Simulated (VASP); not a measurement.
# ZrFeS3 (Pm-3m) in VASP: single point with PBE

Aim: the single point of ZrFeS3 with PBE.

Everything below comes from runs of VASP 6.6.1. Logs are shortened: lines on timing, memory, paths and dates and some standing lists are left out, and cuts for length are marked.

## Step 1: The cell of the first run

The structure is cubic, space group Pm-3m (No. 221). Conventional cell: a = 4.420 Å, b = 4.420 Å, c = 4.420 Å, α = 90.00°, β = 90.00°, γ = 90.00°. Zr (site symmetry m-3m) is surrounded by 12 S at 3.13 Å. Fe (site symmetry m-3m) is surrounded by 6 S at 2.21 Å. S (site symmetry 4/mmm) is surrounded by 2 Fe at 2.21 Å.

The cell was built by a generator and needn't be a form met in nature.

## Step 2: Single point, PBE, collinear spin, typed start (species swapped into the Ce3AlN type (Pm-3m, No. 221))

INCAR reads:

```
SYSTEM = ZrFeS3
ALGO     = Normal         ! electronic algorithm
EDIFF    = 1E-6           ! SCF threshold, eV
ENCUT    = 520            ! plane-wave cutoff, eV
GGA      = PE             ! functional
ISIF     = 2              ! what is computed and relaxed
ISMEAR   = 0              ! smearing method
ISPIN    = 2              ! spin polarisation
LASPH    = .TRUE.         ! aspherical terms in the spheres
LCHARG   = .TRUE.         ! write CHGCAR
LELF     = .TRUE.         ! ELF
LMAXMIX  = 4              ! l up to which the mixer works
LORBIT   = 11             ! projections on sites
LREAL    = .FALSE.        ! projectors in reciprocal space
LVHAR    = .TRUE.       
LWAVE    = .FALSE.        ! write WAVECAR
MAGMOM   = -0.34 1.67 0 0 0 ! initial moments
NBANDS   = 31             ! bands
NELM     = 150            ! most SCF steps
PREC     = Accurate       ! precision mode
SIGMA    = 0.1            ! smearing width, eV
```

KPOINTS reads:

```
k-points
0
G
  8 8 8
  0 0 0
```

POSCAR reads:

```
ZrFeS3
1.0
    4.4195868636      0.0000000000      0.0000000000
    0.0000000000      4.4195868636      0.0000000000
    0.0000000000      0.0000000000      4.4195868636
Zr Fe S
1 1 3
Direct
    0.0000000000      0.0000000000      0.0000000000
    0.5000000000      0.5000000000      0.5000000000
    0.0000000000      0.5000000000      0.5000000000
    0.5000000000      0.0000000000      0.5000000000
    0.5000000000      0.5000000000      0.0000000000
```

Potentials or basis: VASP PAW PBE potentials, release 64 (Zr_sv, Fe, S).

Run with:

```
cat potpaw_PBE.64/Zr_sv/POTCAR potpaw_PBE.64/Fe/POTCAR potpaw_PBE.64/S/POTCAR > POTCAR
mpirun -np 1 vasp_std > vasp.out
```

OUTCAR:

```text
SYSTEM = ZrFeS3
   EDIFF = 1E-6
   ENCUT = 520
   GGA = PE
   ISIF = 2
   ISMEAR = 0
   ISPIN = 2
   LASPH = .TRUE.
   LORBIT = 11
   LREAL = .FALSE.
   NELM = 150
   PREC = Accurate

 ion  position               nearest neighbor table
   1  0.000  0.000  0.000-   3 3.13   4 3.13   5 3.13   3 3.13   4 3.13   3 3.13   5 3.13   3 3.13
                             4 3.13   5 3.13   4 3.13   5 3.13
   2  0.500  0.500  0.500-   3 2.21   4 2.21   5 2.21   5 2.21   4 2.21   3 2.21
   3  0.000  0.500  0.500-   2 2.21   2 2.21   1 3.13   1 3.13   1 3.13   1 3.13
   4  0.500  0.000  0.500-   2 2.21   2 2.21   1 3.13   1 3.13   1 3.13   1 3.13
   5  0.500  0.500  0.000-   2 2.21   2 2.21   1 3.13   1 3.13   1 3.13   1 3.13

  LATTYP: Found a simple cubic cell.
 ALAT       =     4.4195868636

  Lattice vectors:

 A1 = (   4.4195868636,   0.0000000000,   0.0000000000)
 A2 = (   0.0000000000,   4.4195868636,   0.0000000000)
 A3 = (   0.0000000000,   0.0000000000,   4.4195868636)

Analysis of symmetry for initial positions (statically):
=====================================================================
 Subroutine PRICEL returns:
 Original cell was already a primitive cell.

 Routine SETGRP: Setting up the symmetry group for a
 simple cubic supercell.

 Subroutine GETGRP returns: Found 48 space group operations
 (whereof 48 operations were pure point group operations)
 out of a pool of 48 trial point group operations.

The static configuration has the point symmetry O_h .

Analysis of symmetry for dynamics (positions and initial velocities):
=====================================================================
 Subroutine PRICEL returns:
 Original cell was already a primitive cell.

 Routine SETGRP: Setting up the symmetry group for a
 simple cubic supercell.

 Subroutine GETGRP returns: Found 48 space group operations
 (whereof 48 operations were pure point group operations)
 out of a pool of 48 trial point group operations.

The dynamic configuration has the point symmetry O_h .

Analysis of structural, dynamic, and magnetic symmetry:
=====================================================================
 Subroutine PRICEL returns:
 Original cell was already a primitive cell.

 Routine SETGRP: Setting up the symmetry group for a
 simple cubic supercell.

 Subroutine GETGRP returns: Found 48 space group operations
 (whereof 48 operations were pure point group operations)
 out of a pool of 48 trial point group operations.

The overall configuration has the point symmetry O_h .

 Subroutine INISYM returns: Found 48 space group operations
 (whereof 48 operations are pure point group operations),
 and found     1 'primitive' translations

----------------------------------------------------------------------------------------

                                     Primitive cell

  volume of cell :      86.3267

  direct lattice vectors                    reciprocal lattice vectors
     4.419586864  0.000000000  0.000000000     0.226265493  0.000000000  0.000000000
     0.000000000  4.419586864  0.000000000     0.000000000  0.226265493  0.000000000
     0.000000000  0.000000000  4.419586864     0.000000000  0.000000000  0.226265493

  length of vectors
     4.419586864  4.419586864  4.419586864     0.226265493  0.226265493  0.226265493

  position of ions in fractional coordinates (direct lattice)
     0.000000000  0.000000000  0.000000000
     0.500000000  0.500000000  0.500000000
     0.000000000  0.500000000  0.500000000
     0.500000000  0.000000000  0.500000000
     0.500000000  0.500000000  0.000000000

  ion indices of the primitive-cell ions
   primitive index   ion index
                 1           1
                 2           2
                 3           3
                 4           4
                 5           5

[... 25 lines left out ...]

 Following reciprocal coordinates:
            Coordinates               Weight
  0.000000  0.000000  0.000000      1.000000
  0.125000  0.000000  0.000000      6.000000
  0.250000  0.000000  0.000000      6.000000
  0.375000  0.000000  0.000000      6.000000
  0.500000  0.000000  0.000000      3.000000
  0.125000  0.125000  0.000000     12.000000
[... 16 lines left out ...]
  0.375000  0.375000  0.125000     24.000000
  0.500000  0.375000  0.125000     24.000000
 [... further k-points ...]
   k-points           NKPTS =     35   k-points in BZ     NKDIM =     35   number of bands    NBANDS=     31
   number of dos      NEDOS =    301   number of ions     NIONS =      5
   total plane-waves  NPLWV =  46656
   dimension x,y,z NGX =    36 NGY =   36 NGZ =   36
   dimension x,y,z NGXF=    72 NGYF=   72 NGZF=   72
   ions per type =               1   1   3
   NGX,Y,Z   is equivalent  to a cutoff of  13.54, 13.54, 13.54 a.u.
   NGXF,Y,Z  is equivalent  to a cutoff of  27.08, 27.08, 27.08 a.u.
 SYSTEM =  ZrFeS3
   PREC   = accura    normal or accurate (medium, high low for compatibility)
   ISTART =      0    job   : 0-new  1-cont  2-samecut
   ICHARG =      2    charge: 1-file 2-atom 10-const
   ISPIN  =      2    spin polarized calculation?
   LNONCOLLINEAR =      F non collinear calculations
   LSORBIT =      F    spin-orbit coupling
   LASPH  =      T    aspherical Exc in radial PAW
   ENCUT  =  520.0 eV  38.22 Ry    6.18 a.u.   8.22  8.22  8.22*2*pi/ulx,y,z
   NELM   =    150;   NELMIN=  2; NELMDL= -5     # of ELM steps
   EDIFF  = 0.1E-05   stopping-criterion for ELM
   LREAL  =      F    real-space projection
   EDIFFG = 0.1E-04   stopping-criterion for IOM
   NSW    =      0    number of steps for IOM
   IBRION =     -1    ionic relax: 0-MD 1-quasi-New 2-CG
   NFREE  =      0    steps in history (QN), initial steepest desc. (CG)
   ISIF   =      2    stress and relaxation
   ISYM   =      2    0-nonsym 1-usesym 2-fastsym
   POTIM  = 0.5000    time-step for ionic-motion
   TEBEG  =    0.0;   TEEND  =   0.0 temperature during run
   PSTRESS=    0.0 pullay stress
   NELECT =      38.0000    total number of electrons
   NUPDOWN=      -1.0000    fix difference up-down
   EMIN   =  10.00;   EMAX   =-10.00  energy-range for DOS
   EFERMI =   0.00;   METHOD = LEGACY
   ISMEAR =     0;   SIGMA  =   0.10  broadening in eV -4-tet -1-fermi 0-gaus
   EFERMI_NEDOS =   21; number of points for ismear=-14 and -15
   IALGO  =     38    algorithm
   IMIX   =      4    mixing-type and parameters
     AMIX     =   0.40;   BMIX     =  1.00
     AMIX_MAG =   1.60;   BMIX_MAG =  1.00
  volume/ion in A,a.u.               =      17.27       116.51
  Fermi-wavevector in a.u.,A,eV,Ry     =   1.245339  2.353350 21.100867  1.550870
  Thomas-Fermi vector in A             =   2.379566
   LORBIT       =     11    0 simple, 1 ext, 2 COOP (PROOUT), +10 PAW based schemes
   GGA     = PE    functional components
   LHFCALC =     F    Hartree Fock is set to
   AEXX    =    0.0000 exact exchange contribution
   IVDW    =     0    specifies the selected vdW correction
   LEPSILON=     F    determine dielectric tensor
   LRPA    =     F    only Hartree local field effects (RPA)
 spin polarized calculation
 Gauss-broadening in eV      SIGMA  =   0.10
  energy-cutoff  :      520.00
  volume of cell :       86.33
 maximum number of plane-waves:      2360
 NGX is ok and might be reduce to    36
   NGX = 17   NGY = 17   NGZ = 17

 number of electron      38.0000009 magnetization       1.8147847

 Free energy of the ion-electron system (eV)
  ---------------------------------------------------
  ext. energy  EPLUGINS =         0.00000000
  ---------------------------------------------------
  free energy    TOTEN  =       -30.29439429 eV

  energy without entropy =      -30.26819492  energy(sigma->0) =      -30.28129461

 E-fermi :   7.7902     XC(G=0): -10.9657

 val. band max:        7.7854962550   @ k =   0.5000   0.3750   0.0000
 cond. band min:       7.7913443647   @ k =   0.5000   0.2500   0.2500
 fundamental gap:      0.0058481097
 Fermi energy:         7.7901819186

 spin component 1

 k-point     1 :       0.0000    0.0000    0.0000
  band No.  band energies     occupation
      1     -42.9793      1.00000
      2     -20.8679      1.00000
      3     -20.8679      1.00000
      4     -20.8679      1.00000
      5      -7.5806      1.00000
      6      -4.8169      1.00000
[... 805 lines left out ...]
     30      14.9596      0.00000
     31      15.7939      0.00000

 [... further k-points ...]

 spin component 2

 k-point     1 :       0.0000    0.0000    0.0000
  band No.  band energies     occupation
      1     -43.1651      1.00000
      2     -21.0882      1.00000
      3     -21.0882      1.00000
      4     -21.0882      1.00000
      5      -7.4885      1.00000
      6      -4.6758      1.00000
[... 805 lines left out ...]
     30      15.0008      0.00000
     31      15.8299      0.00000

 [... further k-points ...]

------------------------ aborting loop because EDIFF is reached ----------------------------------------

  FORCE on cell =-STRESS in cart. coord.  units (eV):
  Direction    XX          YY          ZZ          XY          YZ          ZX
  --------------------------------------------------------------------------------------
  -------------------------------------------------------------------------------------
  Total        0.0527956      0.0527956      0.0527956      0.0000000      0.0000000     -0.0000000
  in kB        0.9798586      0.9798586      0.9798586      0.0000000      0.0000000     -0.0000000
  external PRESSURE =       0.9798586 kB  Pullay stress =       0.0000000 kB

 VOLUME and BASIS-vectors are now :
 -----------------------------------------------------------------------------
  energy-cutoff  :      520.00
  volume of cell :       86.33
      direct lattice vectors                 reciprocal lattice vectors
     4.419586864  0.000000000  0.000000000     0.226265493  0.000000000  0.000000000
     0.000000000  4.419586864  0.000000000     0.000000000  0.226265493  0.000000000
     0.000000000  0.000000000  4.419586864     0.000000000  0.000000000  0.226265493

 POSITION                                       TOTAL-FORCE (eV/Angst)
 -----------------------------------------------------------------------------------
      0.00000      0.00000      0.00000         0.000000      0.000000      0.000000
      2.20979      2.20979      2.20979         0.000000      0.000000      0.000000
      0.00000      2.20979      2.20979         0.000000      0.000000      0.000000
      2.20979      0.00000      2.20979         0.000000      0.000000      0.000000
      2.20979      2.20979      0.00000         0.000000      0.000000      0.000000
 -----------------------------------------------------------------------------------
    total drift:                                0.000000      0.000000      0.000000

  FREE ENERGIE OF THE ION-ELECTRON SYSTEM (eV)
  ---------------------------------------------------
  free  energy   TOTEN  =       -30.2943942906 eV

  energy  without entropy=      -30.2681949230  energy(sigma->0) =      -30.28129461

 total charge

# of ion       s       p       d       tot
------------------------------------------
    1        2.084   5.922   1.409   9.414
    2        0.433   0.633   6.478   7.544
    3        1.355   2.363   0.000   3.718
    4        1.355   2.363   0.000   3.718
    5        1.355   2.363   0.000   3.718
--------------------------------------------------
tot          6.583  13.644   7.887  28.114

 magnetization (x)

# of ion       s       p       d       tot
------------------------------------------
    1        0.000   0.000  -0.277  -0.277
    2        0.026   0.023   1.837   1.886
    3        0.007   0.048   0.000   0.055
    4        0.007   0.048   0.000   0.055
    5        0.007   0.048   0.000   0.055
--------------------------------------------------
tot          0.047   0.168   1.560   1.775
```

Wall time 5.8 min (1 thread of Intel Xeon Platinum 8488C (Sapphire Rapids), shared host); peak memory 0.34 GiB.

What came out:

```yaml
Free_energy: -30.2944 eV
Pressure: 0.1 GPa
Band_gap_on_the_k_mesh: none (metal or under the smearing width)
Net_moment: 1.81 μB per cell
Site_moments: Zr -0.28; Fe +1.89; S +0.06 μB
Valence_electrons_inside_the_program's_atomic_spheres: Zr 9.41; Fe 7.54; S 3.72
```

Caveat: a cell with one magnetic atom can't hold antiferromagnetic order, which such compounds often take.
